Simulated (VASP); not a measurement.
Crystal: RuF2.

```
Ru F
1.0
     1.47662    0.85253    4.46437
    -1.47662    0.85253    4.46437
     0.00000   -1.70505    4.46437
Ru F
1 2
Direct
  0.00000 0.00000 0.00000
  0.25200 0.25200 0.25200
  0.74800 0.74800 0.74800
```

The cell was built by a generator and needn't be a form met in nature.

Program: VASP 6.6.1. Alike in all runs: task single point; potentials or basis VASP PAW PBE potentials, release 64 (Ru_pv, F); cell as given; k mesh 7 × 7 × 7; cutoff (eV) 520; smearing gaussian 0.05 eV.

Problem. Order these runs on this cell by their band gap on the k mesh, lowest first.
A. level PBEsol; spin collinear, random start
B. level r2SCAN+U; spin collinear, ferromagnetic start; U Ru d U = 5 eV
C. level PBEsol+U; spin collinear, ferromagnetic start; U Ru d U = 8 eV

Solution. A (0.68 eV), B (4.37 eV), C (4.67 eV).

Caveats: an odd mesh through Γ misses points on the zone boundary, where band edges often lie.
